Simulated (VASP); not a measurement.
Method: PBE GGA, VASP's PBE PAW potentials (set 64) (plane waves; VASP 6.6.1).

VASP input:

### POSCAR
```
RuS
10.0876580
 -0.1476883931   0.1476883931   0.5000000000
  0.1476883931  -0.1476883931   0.5000000000
  0.1476883931   0.1476883931  -0.5000000000
Ru S
2 2
Direct
  0.7500000000   0.7500000000   0.0000000000
  0.5000000000   0.0000000000   0.5000000000
  0.1660000000   0.1660000000   0.0000000000
  0.9160000000   0.4160000000   0.5000000000
```

File KPOINTS:
```
Regular mesh
0
Gamma
 3 3 3
0 0 0
```

### INCAR
```
SYSTEM = RuS
PREC = Accurate
ENCUT = 300
EDIFF = 1E-6
NELM = 100
ALGO = Normal
LREAL = .FALSE.
LASPH = .TRUE.
ISMEAR = 0
SIGMA = 0.1
GGA = PE
LMAXMIX = 4
LWAVE = .FALSE.
LCHARG = .FALSE.
ISIF = 2
```

POTCAR, in this order: Ru_pv S (PBE.64 set). Program: vasp_std.

Output of the run:

OSZICAR:
```
       N       E                     dE             d eps       ncg     rms          rms(c)
DAV:   1     0.300220751950E+03    0.30022E+03   -0.17842E+04   296   0.118E+03
DAV:   2    -0.139899941481E+02   -0.31421E+03   -0.31009E+03   344   0.397E+02
DAV:   3    -0.243699015430E+02   -0.10380E+02   -0.10318E+02   328   0.743E+01
DAV:   4    -0.244825363389E+02   -0.11263E+00   -0.11258E+00   360   0.779E+00
DAV:   5    -0.244844911796E+02   -0.19548E-02   -0.19548E-02   352   0.914E-01    0.438E+01
DAV:   6    -0.238607468855E+02    0.62374E+00   -0.45093E+00   336   0.175E+01    0.222E+01
DAV:   7    -0.238316784166E+02    0.29068E-01   -0.14194E+00   336   0.104E+01    0.101E+01
DAV:   8    -0.237412663873E+02    0.90412E-01   -0.30205E-01   336   0.485E+00    0.776E-01
DAV:   9    -0.237415091600E+02   -0.24277E-03   -0.13332E-02   304   0.741E-01    0.371E-01
DAV:  10    -0.237414350171E+02    0.74143E-04   -0.61154E-04   328   0.199E-01    0.159E-01
DAV:  11    -0.237414324899E+02    0.25271E-05   -0.27842E-05   360   0.367E-02    0.884E-02
DAV:  12    -0.237414268012E+02    0.56887E-05   -0.11125E-05   320   0.225E-02    0.243E-02
DAV:  13    -0.237414268182E+02   -0.17018E-07   -0.12511E-06   144   0.801E-03
   1 F= -.23741427E+02 E0= -.23727815E+02  d E =-.272244E-01
```

OUTCAR:
```
------------------------ aborting loop because EDIFF is reached ----------------------------------------
  FORCE on cell =-STRESS in cart. coord.  units (eV):
  Direction    XX          YY          ZZ          XY          YZ          ZX
  --------------------------------------------------------------------------------------
  Total       22.8539999     22.8539999     19.6088012      0.0000000      0.0000000      0.0000000
  in kB      817.6718124    817.6718124    701.5648958      0.0000000      0.0000000      0.0000000
  external PRESSURE =     778.9695069 kB  Pullay stress =       0.0000000 kB
  volume of cell :       44.78
      direct lattice vectors                 reciprocal lattice vectors
    -1.489830000  1.489830000  5.043829000     0.000000000  0.335608761  0.099131037
     1.489830000 -1.489830000  5.043829000     0.335608761  0.000000000  0.099131037
     1.489830000  1.489830000 -5.043829000     0.335608761  0.335608761  0.000000000
 POSITION                                       TOTAL-FORCE (eV/Angst)
 -----------------------------------------------------------------------------------
      0.00000      0.00000      7.56574        -0.000000     -0.000000     -0.584227
      0.00000      1.48983      0.00000         0.000000      0.000000     -0.584227
      0.00000      0.00000      1.67455        -0.000000      0.000000      0.584227
      0.00000      1.48983      4.19647         0.000000     -0.000000      0.584227
 -----------------------------------------------------------------------------------
    total drift:                               -0.000002     -0.000002      0.000134
  FREE ENERGIE OF THE ION-ELECTRON SYSTEM (eV)
  ---------------------------------------------------
  free  energy   TOTEN  =       -23.7414268182 eV

  energy  without entropy=      -23.7142023742  energy(sigma->0) =      -23.72781460
```
(Selected blocks of OUTCAR.)

At this cut-off the stress carries a Pulay error, which pulls relaxed volumes low.

The structure was generated: RuS was put into an ordered model structure, which need not be its known phase. The cell was not relaxed at this level. The k-mesh is coarse (spacing up to 0.99 per Å, 2π included), so the numbers may not be converged in it. The run is one of a series of settings (KPOINTS 3×3×3 Γ-centred mesh against the base run), some of them coarse on purpose.
